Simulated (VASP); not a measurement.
# TaF3 (Pm-3m) in VASP: a series of runs

One crystal, TaF3, is run at these levels: PBE; tasks: single point.

Program: VASP 6.6.1. These are calculated values, not measurements. Logs are shortened: lines on timing, memory, paths and dates and some standing lists are left out, and cuts for length are marked.

## (1) The crystal as given

It takes space group Pm-3m (No. 221, cubic). Conventional cell: a = 3.965 Å, b = 3.965 Å, c = 3.965 Å, α = 90.00°, β = 90.00°, γ = 90.00°. Ta (site symmetry m-3m) is surrounded by 6 F at 1.98 Å. Around F (site symmetry 4/mmm) lie 2 Ta at 1.98 Å.

## (2) Single point, PBE

Input file INCAR:

```
SYSTEM = TaF3
ALGO = Normal ; EDIFF = 1E-7
ENCUT = 520 ; GGA = PE
ISIF = 2 ; ISMEAR = -1
LASPH = .True. ; LCHARG = .False.
LREAL = .False. ; LWAVE = .False.
NBANDS = 24 ; NELM = 100
PREC = Accurate ; SIGMA = 0.15
```

Input file KPOINTS:

```
k-points
0
Gamma
  6 6 6
  0 0 0
```

Input file POSCAR:

```
TaF3
1.0
    3.9651654672      0.0000000000      0.0000000000
    0.0000000000      3.9651654672      0.0000000000
    0.0000000000      0.0000000000      3.9651654672
Ta F
1 3
Direct
    0.0000000000      0.0000000000      0.0000000000
    0.5000000000      0.0000000000      0.0000000000
    0.0000000000      0.5000000000      0.0000000000
    0.0000000000      0.0000000000      0.5000000000
```

Potentials or basis: VASP PAW PBE potentials, release 64 (Ta_pv, F).

Command:

```bash
$ cat potpaw_PBE.64/Ta_pv/POTCAR potpaw_PBE.64/F/POTCAR > POTCAR
$ mpirun -np 1 vasp_std > vasp.out
```

OUTCAR:

```text
SYSTEM = TaF3
   EDIFF = 1E-7
   ENCUT = 520
   GGA = PE
   ISIF = 2
   ISMEAR = -1
   LASPH = .True.
   LREAL = .False.
   NELM = 100
   PREC = Accurate

 ion  position               nearest neighbor table
   1  0.000  0.000  0.000-   2 1.98   3 1.98   4 1.98   4 1.98   3 1.98   2 1.98
   2  0.500  0.000  0.000-   1 1.98   1 1.98
   3  0.000  0.500  0.000-   1 1.98   1 1.98
   4  0.000  0.000  0.500-   1 1.98   1 1.98

  LATTYP: Found a simple cubic cell.
 ALAT       =     3.9651654672

  Lattice vectors:

 A1 = (   3.9651654672,   0.0000000000,   0.0000000000)
 A2 = (   0.0000000000,   3.9651654672,   0.0000000000)
 A3 = (   0.0000000000,   0.0000000000,   3.9651654672)

Analysis of symmetry for initial positions (statically):
=====================================================================
 Subroutine PRICEL returns:
 Original cell was already a primitive cell.

 Routine SETGRP: Setting up the symmetry group for a
 simple cubic supercell.

 Subroutine GETGRP returns: Found 48 space group operations
 (whereof 48 operations were pure point group operations)
 out of a pool of 48 trial point group operations.

The static configuration has the point symmetry O_h .

Analysis of symmetry for dynamics (positions and initial velocities):
=====================================================================
 Subroutine PRICEL returns:
 Original cell was already a primitive cell.

 Routine SETGRP: Setting up the symmetry group for a
 simple cubic supercell.

 Subroutine GETGRP returns: Found 48 space group operations
 (whereof 48 operations were pure point group operations)
 out of a pool of 48 trial point group operations.

The dynamic configuration has the point symmetry O_h .

 Subroutine INISYM returns: Found 48 space group operations
 (whereof 48 operations are pure point group operations),
 and found     1 'primitive' translations

----------------------------------------------------------------------------------------

                                     Primitive cell

  volume of cell :      62.3425

  direct lattice vectors                    reciprocal lattice vectors
     3.965165467  0.000000000  0.000000000     0.252196285  0.000000000  0.000000000
     0.000000000  3.965165467  0.000000000     0.000000000  0.252196285  0.000000000
     0.000000000  0.000000000  3.965165467     0.000000000  0.000000000  0.252196285

[... 80 lines left out ...]
   ENCUT  =  520.0 eV  38.22 Ry    6.18 a.u.   7.37  7.37  7.37*2*pi/ulx,y,z
   NELM   =    100;   NELMIN=  2; NELMDL= -5     # of ELM steps
   EDIFF  = 0.1E-06   stopping-criterion for ELM
   LREAL  =      F    real-space projection
   EDIFFG = 0.1E-05   stopping-criterion for IOM
   NSW    =      0    number of steps for IOM
   IBRION =     -1    ionic relax: 0-MD 1-quasi-New 2-CG
   NFREE  =      0    steps in history (QN), initial steepest desc. (CG)
   ISIF   =      2    stress and relaxation
   ISYM   =      2    0-nonsym 1-usesym 2-fastsym
   POTIM  = 0.5000    time-step for ionic-motion
   TEBEG  =    0.0;   TEEND  =   0.0 temperature during run
   PSTRESS=    0.0 pullay stress
   NELECT =      32.0000    total number of electrons
   NUPDOWN=      -1.0000    fix difference up-down
   EMIN   =  10.00;   EMAX   =-10.00  energy-range for DOS
   EFERMI =   0.00;   METHOD = LEGACY
   ISMEAR =    -1;   SIGMA  =   0.15  broadening in eV -4-tet -1-fermi 0-gaus
   EFERMI_NEDOS =   21; number of points for ismear=-14 and -15
   IALGO  =     38    algorithm
   IMIX   =      4    mixing-type and parameters
     AMIX     =   0.40;   BMIX     =  1.00
     AMIX_MAG =   1.60;   BMIX_MAG =  1.00
  volume/ion in A,a.u.               =      15.59       105.18
  Fermi-wavevector in a.u.,A,eV,Ry     =   1.310781  2.477017 23.376811  1.718147
  Thomas-Fermi vector in A             =   2.441288
   LORBIT       =      0    0 simple, 1 ext, 2 COOP (PROOUT), +10 PAW based schemes
   GGA     = PE    functional components
   LHFCALC =     F    Hartree Fock is set to
   AEXX    =    0.0000 exact exchange contribution
   IVDW    =     0    specifies the selected vdW correction
   LEPSILON=     F    determine dielectric tensor
   LRPA    =     F    only Hartree local field effects (RPA)
 non-spin polarized calculation
  energy-cutoff  :      520.00
  volume of cell :       62.34
 maximum number of plane-waves:      1743
 NGX is ok and might be reduce to    30
   NGX = 15   NGY = 15   NGZ = 15

 number of electron      31.9999961 magnetization

 Free energy of the ion-electron system (eV)
  ---------------------------------------------------
  ext. energy  EPLUGINS =         0.00000000
  ---------------------------------------------------
  free energy    TOTEN  =       -26.51896154 eV

  energy without entropy =      -26.31626793  energy(sigma->0) =      -26.41761473

 E-fermi :   4.4494     XC(G=0):  -8.8101

 val. band max:        4.4401446905   @ k =   0.3333   0.1667   0.0000
 cond. band min:       4.4661009209   @ k =   0.3333   0.3333   0.0000
 fundamental gap:      0.0259562304
 Fermi energy:         4.4493659346

 k-point     1 :       0.0000    0.0000    0.0000
  band No.  band energies     occupation
      1     -32.5516      2.00000
      2     -32.5516      2.00000
      3     -32.5516      2.00000
      4     -24.2037      2.00000
      5     -23.8867      2.00000
      6     -23.8867      2.00000
[... 529 lines left out ...]
     23      11.9747      0.00000
     24      11.9747      0.00000

------------------------ aborting loop because EDIFF is reached ----------------------------------------

  FORCE on cell =-STRESS in cart. coord.  units (eV):
  Direction    XX          YY          ZZ          XY          YZ          ZX
  --------------------------------------------------------------------------------------
  -------------------------------------------------------------------------------------
  Total        6.5515543      6.5515543      6.5515543      0.0000000      0.0000000      0.0000000
  in kB      168.3724302    168.3724302    168.3724302      0.0000000      0.0000000      0.0000000
  external PRESSURE =     168.3724302 kB  Pullay stress =       0.0000000 kB

 VOLUME and BASIS-vectors are now :
 -----------------------------------------------------------------------------
  energy-cutoff  :      520.00
  volume of cell :       62.34
      direct lattice vectors                 reciprocal lattice vectors
     3.965165467  0.000000000  0.000000000     0.252196285  0.000000000  0.000000000
     0.000000000  3.965165467  0.000000000     0.000000000  0.252196285  0.000000000
     0.000000000  0.000000000  3.965165467     0.000000000  0.000000000  0.252196285

 POSITION                                       TOTAL-FORCE (eV/Angst)
 -----------------------------------------------------------------------------------
      0.00000      0.00000      0.00000         0.000000      0.000000      0.000000
      1.98258      0.00000      0.00000         0.000000      0.000000      0.000000
      0.00000      1.98258      0.00000         0.000000      0.000000      0.000000
      0.00000      0.00000      1.98258         0.000000      0.000000      0.000000
 -----------------------------------------------------------------------------------
    total drift:                                0.000000      0.000000      0.000000

  FREE ENERGIE OF THE ION-ELECTRON SYSTEM (eV)
  ---------------------------------------------------
  free  energy   TOTEN  =       -26.5189615357 eV

  energy  without entropy=      -26.3162679291  energy(sigma->0) =      -26.41761473
```

stdout:

```text
POSCAR found type information on POSCAR TaF
 POSCAR found :  2 types and       4 ions
 scaLAPACK will be used
 LDA part: xc-table for (Slater+PW92), standard interpolation
 POSCAR, INCAR and KPOINTS ok, starting setup
 FFT: planning ... GRIDC
 FFT: planning ... GRID_SOFT
 FFT: planning ... GRID
 WAVECAR not read
 entering main loop
```

It took 26 s on 1 thread of AMD EPYC 7R43 (Zen 3), shared host; peak memory 0.14 GiB.

What came out:

```yaml
Free_energy: -26.5190 eV
Pressure: 16.8 GPa
Band_gap_on_the_k_mesh: none (metal or under the smearing width)
```

Levels at points of the mesh, in eV from the Fermi level:
```csv
k point,band 13,band 14,band 15,band 16,band 17,band 18
"(0.00, 0.00, 0.00)",-8.88,-8.88,-8.88,-1.13,-1.13,-1.13
"(0.50, 0.00, 0.00)",-9.00,-8.87,-8.87,-1.05,0.34,0.34
"(0.50, 0.50, 0.00)",-9.23,-9.23,-8.26,0.44,0.44,1.40
"(0.50, 0.50, 0.50)",-8.26,-8.26,-8.26,1.63,1.63,1.63
```

Caveat: so large a pressure means that the cell lies far from this level's equilibrium, or that cutoff or potentials fall short. The run has no spin-orbit coupling, so splittings on Ta are missing.

## (3) Single point, PBE

This run uses another cell than the first one, of 14.84 Å³/atom, 0.952 times its volume.

Input file INCAR:

```
SYSTEM = TaF3
ALGO = Normal
EDIFF = 1E-6
ENCUT = 520
GGA = PE
ISIF = 2
ISMEAR = -1
LASPH = .TRUE.
LCHARG = .TRUE.
LELF = .TRUE.
LREAL = .FALSE.
LVHAR = .TRUE.
LWAVE = .FALSE.
NBANDS = 24
NELM = 100
PREC = Accurate
SIGMA = 0.15
```

Input file KPOINTS:

```
k-points
0
G
  6 6 6
  0 0 0
```

Input file POSCAR:

```
TaF3
1.0
    3.9012000000      0.0000000000      0.0000000000
    0.0000000000      3.9012000000      0.0000000000
    0.0000000000      0.0000000000      3.9012000000
Ta F
1 3
Direct
    0.0000000000      0.0000000000      0.0000000000
    0.5000000000      0.0000000000      0.0000000000
    0.0000000000      0.5000000000      0.0000000000
    0.0000000000      0.0000000000      0.5000000000
```

Potentials or basis: VASP PAW PBE potentials, release 64 (Ta_pv, F).

Command:

```bash
$ cat potpaw_PBE.64/Ta_pv/POTCAR potpaw_PBE.64/F/POTCAR > POTCAR
$ mpirun -np 1 vasp_std > vasp.out
```

OUTCAR:

```text
SYSTEM = TaF3
   EDIFF = 1E-6
   ENCUT = 520
   GGA = PE
   ISIF = 2
   ISMEAR = -1
   LASPH = .TRUE.
   LREAL = .FALSE.
   NELM = 100
   PREC = Accurate

 ion  position               nearest neighbor table
   1  0.000  0.000  0.000-   2 1.95   3 1.95   4 1.95   4 1.95   3 1.95   2 1.95
   2  0.500  0.000  0.000-   1 1.95   1 1.95
   3  0.000  0.500  0.000-   1 1.95   1 1.95
   4  0.000  0.000  0.500-   1 1.95   1 1.95

  LATTYP: Found a simple cubic cell.
 ALAT       =     3.9012000000

  Lattice vectors:

 A1 = (   3.9012000000,   0.0000000000,   0.0000000000)
 A2 = (   0.0000000000,   3.9012000000,   0.0000000000)
 A3 = (   0.0000000000,   0.0000000000,   3.9012000000)

Analysis of symmetry for initial positions (statically):
=====================================================================
 Subroutine PRICEL returns:
 Original cell was already a primitive cell.

 Routine SETGRP: Setting up the symmetry group for a
 simple cubic supercell.

 Subroutine GETGRP returns: Found 48 space group operations
 (whereof 48 operations were pure point group operations)
[... 163 lines left out ...]

 E-fermi :   4.9643     XC(G=0):  -9.0429

 val. band max:        4.9526333417   @ k =   0.3333   0.1667   0.0000
 cond. band min:       4.9815138654   @ k =   0.3333   0.3333   0.0000
 fundamental gap:      0.0288805237
 Fermi energy:         4.9642788140

 k-point     1 :       0.0000    0.0000    0.0000
  band No.  band energies     occupation
      1     -32.0983      2.00000
      2     -32.0983      2.00000
      3     -32.0983      2.00000
      4     -24.1262      2.00000
      5     -23.7972      2.00000
      6     -23.7972      2.00000
[... 529 lines left out ...]
     23      12.6539      0.00000
     24      12.6539      0.00000

------------------------ aborting loop because EDIFF is reached ----------------------------------------

  FORCE on cell =-STRESS in cart. coord.  units (eV):
  Direction    XX          YY          ZZ          XY          YZ          ZX
  --------------------------------------------------------------------------------------
  -------------------------------------------------------------------------------------
  Total        9.7558686      9.7558686      9.7558686     -0.0000000     -0.0000000      0.0000000
  in kB      263.2581829    263.2581829    263.2581829     -0.0000000     -0.0000000      0.0000000
  external PRESSURE =     263.2581829 kB  Pullay stress =       0.0000000 kB

 VOLUME and BASIS-vectors are now :
 -----------------------------------------------------------------------------
  energy-cutoff  :      520.00
  volume of cell :       59.37
      direct lattice vectors                 reciprocal lattice vectors
     3.901200000  0.000000000  0.000000000     0.256331385  0.000000000  0.000000000
     0.000000000  3.901200000  0.000000000     0.000000000  0.256331385  0.000000000
     0.000000000  0.000000000  3.901200000     0.000000000  0.000000000  0.256331385

 POSITION                                       TOTAL-FORCE (eV/Angst)
 -----------------------------------------------------------------------------------
      0.00000      0.00000      0.00000         0.000000      0.000000      0.000000
      1.95060      0.00000      0.00000         0.000000      0.000000      0.000000
      0.00000      1.95060      0.00000         0.000000      0.000000      0.000000
      0.00000      0.00000      1.95060         0.000000      0.000000      0.000000
 -----------------------------------------------------------------------------------
    total drift:                                0.000000      0.000000      0.000000

  FREE ENERGIE OF THE ION-ELECTRON SYSTEM (eV)
  ---------------------------------------------------
  free  energy   TOTEN  =       -26.1162464097 eV

  energy  without entropy=      -25.9284491201  energy(sigma->0) =      -26.02234776
```

stdout:

```text
POSCAR found type information on POSCAR TaF
 POSCAR found :  2 types and       4 ions
 scaLAPACK will be used
 LDA part: xc-table for (Slater+PW92), standard interpolation
 POSCAR, INCAR and KPOINTS ok, starting setup
 FFT: planning ... GRIDC
 FFT: planning ... GRID_SOFT
 FFT: planning ... GRID
 WAVECAR not read
 entering main loop
```

It took 30 s on 1 thread of AMD EPYC 7R43 (Zen 3), shared host; peak memory 0.14 GiB.

Results:

| Quantity | Value |
| --- | --- |
| Free energy | -26.1162 eV |
| Pressure | 26.3 GPa |
| Band gap on the k mesh | none (metal or under the smearing width) |

Caveat: so large a pressure means that the cell lies far from this level's equilibrium, or that cutoff or potentials fall short.

## (4) Single point, PBE

This run uses another cell than the first one, of 14.47 Å³/atom, 0.929 times its volume.

Input file INCAR:

```
SYSTEM = TaF3
ALGO     = Normal         ! electronic algorithm
EDIFF    = 1E-6           ! SCF threshold, eV
ENCUT    = 520            ! plane-wave cutoff, eV
GGA      = PE             ! functional
ISIF     = 2              ! what is computed and relaxed
ISMEAR   = -1             ! smearing method
LASPH    = .True.         ! aspherical terms in the spheres
LCHARG   = .False.        ! write CHGCAR
LREAL    = .False.        ! projectors in reciprocal space
LWAVE    = .False.        ! write WAVECAR
NBANDS   = 24             ! bands
NELM     = 100            ! most SCF steps
PREC     = Accurate       ! precision mode
SIGMA    = 0.15           ! smearing width, eV
```

Input file KPOINTS:

```
k-points
0
Gamma
  6 6 6
  0 0 0
```

Input file POSCAR:

```
TaF3
1.0
    3.8684152567      0.0000000000      0.0000000000
    0.0000000000      3.8684152567      0.0000000000
    0.0000000000      0.0000000000      3.8684152567
Ta F
1 3
Direct
    0.0000000000      0.0000000000      0.0000000000
    0.5000000000      0.0000000000      0.0000000000
    0.0000000000      0.5000000000      0.0000000000
    0.0000000000      0.0000000000      0.5000000000
```

Command:

```bash
$ cat potpaw_PBE.64/Ta_pv/POTCAR potpaw_PBE.64/F/POTCAR > POTCAR
$ mpirun -np 1 vasp_std > vasp.out
```

Wall time 23 s (1 thread of AMD EPYC 7R43 (Zen 3), shared host); peak memory 0.14 GiB.

Results (log left out):

| Property | Result |
| --- | --- |
| Free energy | -25.8430 eV |
| Pressure | 32.0 GPa |
| Band gap on the k mesh | none (metal or under the smearing width) |

Levels at points of the mesh, in eV from the Fermi level:
```tsv
k point	band 12	band 13	band 14	band 15	band 16	band 17	band 18	band 19
(0.00, 0.00, 0.00)	-9.42	-9.35	-9.35	-9.35	-1.30	-1.30	-1.30	-0.56
(0.50, 0.00, 0.00)	-10.06	-9.57	-9.37	-9.37	-1.21	0.39	0.39	2.32
(0.50, 0.50, 0.00)	-9.81	-9.81	-9.81	-8.73	0.50	0.50	1.56	3.51
(0.50, 0.50, 0.50)	-11.61	-8.72	-8.72	-8.72	1.87	1.87	1.87	3.53
```

Caveat: a pressure of tens of GPa on the cell as given is suspect, and the run, the potentials or the cell itself is likely at fault. Spin-orbit coupling is left out, which matters for the levels of Ta.

## (5) Overview

```csv
cell,gap on the mesh (eV),pressure (GPa)
"Pm-3m, 15.59 Å³/atom",none,16.8
"Pm-3m, 14.84 Å³/atom",none,26.3
"Pm-3m, 14.47 Å³/atom",none,32.0
```

Alike in all rows: task single point; level PBE; potentials or basis VASP PAW PBE potentials, release 64 (Ta_pv, F); no spin polarisation; k mesh 6 × 6 × 6; cutoff (eV) 520; smearing fermi-dirac 0.15 eV.

Every run on the cell as given and a fine mesh finds a metal.

Caveats: so large a pressure means that the cell lies far from this level's equilibrium, or that cutoff or potentials fall short (some runs); a pressure of tens of GPa on the cell as given is suspect, and the run, the potentials or the cell itself is likely at fault (some runs).

Total energies depend on the potentials used, so only differences within one code and one set of settings carry meaning.
